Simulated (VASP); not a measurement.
An input for Quantum ESPRESSO's pw.x (written as the equivalent of a VASP run, and not itself run):

```
&CONTROL
  calculation = 'vc-relax'
  pseudo_dir = './pseudo'
  outdir = './out'
  tprnfor = .true.
  tstress = .true.
  nstep = 60
  forc_conv_thr = 0.00078
/
&SYSTEM
  ibrav = 0
  nat = 4
  ntyp = 2
  ecutwfc = 98
  occupations = 'smearing'
  smearing = 'methfessel-paxton'
  degauss = 0.00735
  input_dft = 'vdw-df2'
  nspin = 2
  starting_magnetization(2) = 0.05
/
&ELECTRONS
  conv_thr = 7.3e-08
  electron_maxstep = 100
/
&IONS
/
&CELL
/
ATOMIC_SPECIES
  Al 26.982 Al.upf
  Ni 58.693 Ni.upf
CELL_PARAMETERS angstrom
     3.5202801   -0.0000000    0.0000000
    -0.0000000    3.5202801   -0.0000000
    -0.0000000   -0.0000000    3.5202801
ATOMIC_POSITIONS crystal
  Al   0.0000000  0.0000000  0.0000000
  Ni   0.0000000  0.5000000  0.5000000
  Ni   0.5000000  0.0000000  0.5000000
  Ni   0.5000000  0.5000000  0.0000000
K_POINTS automatic
  8 8 8 0 0 0
```

**Question.** Translate this input to VASP (INCAR, KPOINTS, POSCAR, choice of POTCAR).

**Answer.** One answer among several that fit: 
**INCAR**
```
AGGAC = 0.0
ALGO = Normal
EDIFF = 1E-6
EDIFFG = -0.02
ENCUT = 520
GGA = ML
IBRION = 2
ISIF = 3
ISMEAR = 1
ISPIN = 2
LASPH = .True.
LCHARG = .False.
LMAXMIX = 4
LORBIT = 10
LREAL = .False.
LUSE_VDW = .True.
LWAVE = .False.
MAGMOM = 0.0 0.5 0.5 0.5
NELM = 100
NSW = 60
PREC = Accurate
SIGMA = 0.1
SYSTEM = Ni3Al
ZAB_VDW = -1.8867
```

### POSCAR
```
Ni3Al
1.0
  3.5202801057   0.0000000000   0.0000000000
  0.0000000000   3.5202801057   0.0000000000
  0.0000000000   0.0000000000   3.5202801057
Al Ni
1 3
Direct
  0.0000000000   0.0000000000   0.0000000000
  0.0000000000   0.5000000000   0.5000000000
  0.5000000000   0.0000000000   0.5000000000
  0.5000000000   0.5000000000   0.0000000000
```

### KPOINTS
```
Automatic mesh
0
Gamma
8 8 8
0 0 0
```

POTCAR, in this order: Al Ni (PBE.64 set). Program: vasp_std.

Limits of the translation: the potentials are each code's own (VASP's PAW set, PseudoDojo norm-conserving files in pw.x), so ENCUT and ecutwfc are chosen apart and not converted; conv_thr bounds pw.x's estimated SCF error, while EDIFF bounds the energy change between steps; starting_magnetization is a fraction of the valence charge and MAGMOM a moment in μB, so they match only roughly; forc_conv_thr acts on force components and is met together with etot_conv_thr.

The compound is Ni3Al in the L1_2 structure. This run relaxes it. Symmetry was kept, so distortions that lower it aren't found. The start is the result of an earlier pass.
